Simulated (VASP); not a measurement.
An input for Quantum ESPRESSO's pw.x (written as the equivalent of a VASP run, and not itself run):

```
&CONTROL
  calculation = 'scf'
  pseudo_dir = './pseudo'
  outdir = './out'
  tprnfor = .true.
  tstress = .true.
/
&SYSTEM
  ibrav = 0
  nat = 2
  ntyp = 1
  ecutwfc = 78
  occupations = 'tetrahedra'
  input_dft = 'pbe'
  vdw_corr = 'grimme-d3'
  dftd3_version = 3
  dftd3_threebody = .false.
/
&ELECTRONS
  conv_thr = 7.3e-09
  electron_maxstep = 100
/
ATOMIC_SPECIES
  Ge 72.630 Ge.upf
CELL_PARAMETERS angstrom
     0.0000000    2.8668513    2.8668513
     2.8668513    0.0000000    2.8668513
     2.8668513    2.8668513   -0.0000000
ATOMIC_POSITIONS crystal
  Ge   0.0000000  0.0000000  0.0000000
  Ge   0.2500000  0.2500000  0.2500000
K_POINTS automatic
  12 12 12 0 0 0
```

**Question.** Write the VASP files for the same calculation (PBE-D3 (zero damping)).

**Answer.** This is not unique; one that fits is 
**INCAR**
```
ISMEAR=-5   # tetrahedra, Bloechl
LREAL=.FALSE.   # projection in real space or not
ALGO=Normal   # blocked Davidson
IVDW=11
SYSTEM=Ge
ISIF=2   # forces and stress, cell fixed
PREC=Accurate
GGA=PE
LWAVE=.FALSE.
ENCUT=520
NEDOS=601   # DOS grid
LMAXMIX=4   # l cut-off of mixed one-centre charges
EDIFF=1E-7
NELM=100   # most electronic steps
LASPH=.TRUE.
LORBIT=11   # lm-projected
LCHARG=.TRUE.
```

POSCAR:
```
Ge
1
    0.0000000000     2.8668513246     2.8668513246
    2.8668513246     0.0000000000     2.8668513246
    2.8668513246     2.8668513246    -0.0000000000
Ge
2
Direct
  0.0000000000   0.0000000000   0.0000000000
  0.2500000000   0.2500000000   0.2500000000
```

**KPOINTS**
```
Automatic mesh
0
Gamma
12 12 12
0 0 0
```

POTCAR, in this order: Ge_d (PBE.64 set). Program: vasp_std.

What does not carry over: the potentials are each code's own (VASP's PAW set, PseudoDojo norm-conserving files in pw.x), so ENCUT and ecutwfc are chosen apart and not converted; conv_thr bounds pw.x's estimated SCF error, while EDIFF bounds the energy change between steps.

The compound is Ge in the diamond structure. It was relaxed first.
